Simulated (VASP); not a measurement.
The input files of a VASP run:

**POSCAR**
```
CdO
1
    3.6337686183    -0.0000000000     0.0000000000
   -1.8168843092     3.1469360329     0.0000000000
    0.0000000000     0.0000000000     5.7090502591
Cd O
2 2
Direct
  0.3333330000   0.6666670000   0.9936215239
  0.6666670000   0.3333330000   0.4936215239
  0.3333330000   0.6666670000   0.3813784761
  0.6666670000   0.3333330000   0.8813784761
```

### INCAR
```
SYSTEM = CdO
PREC = Accurate
ENCUT = 620
EDIFF = 1E-6
NELM = 100
ALGO = Normal
LREAL = .FALSE.
LASPH = .TRUE.
ISMEAR = 1
SIGMA = 0.1
GGA = PS
LMAXMIX = 4
LWAVE = .FALSE.
LCHARG = .FALSE.
IBRION = 2
ISIF = 3
NSW = 40
EDIFFG = -0.02
```

### KPOINTS
```
Automatic mesh
0
gamma
10 10 6
```

POTCAR, in this order: Cd O (PBE.64 set). Program: vasp_std.

Problem. Write an equivalent input for Ansatz.

Solution. One equivalent input (not run):
Ansatz 0.2 input:
```yaml
crystal:
  lattice:
    - [3.6337686, 0.0000000, 0.0000000]
    - [-1.8168843, 3.1469360, 0.0000000]
    - [0.0000000, 0.0000000, 5.7090503]
  atoms:
    - { symbol: Cd, position: [0.3333330, 0.6666670, 0.9936215] }
    - { symbol: Cd, position: [0.6666670, 0.3333330, 0.4936215] }
    - { symbol: O, position: [0.3333330, 0.6666670, 0.3813785] }
    - { symbol: O, position: [0.6666670, 0.3333330, 0.8813785] }
kpoints:
  mp_grid: { grid: [10, 10, 6] }
hamiltonian:
  xc: pbesol
  pseudopotentials: { kind: paw }
scf:
  occupations: { method: methfessel_paxton, width: 0.1 }
  max_iter: 100
relax:
  max_steps: 40
  f_tol: 0.02
  cell: {}
output: { forces: true, stress: true, eigenvalues: true }
```
What does not carry over: each code has its own PAW files, so the cut-off isn't converted (ENCUT is set for VASP's; basis.ecutwfc is left out, and Ansatz then takes the one that its files recommend); Ansatz stops its SCF on the density residual and VASP on the energy change (EDIFF).

The structure was generated: CdO was put into the wurtzite type (P6_3mc), which need not be its known phase. This run relaxes it. Symmetry was kept, so distortions that lower it aren't found.
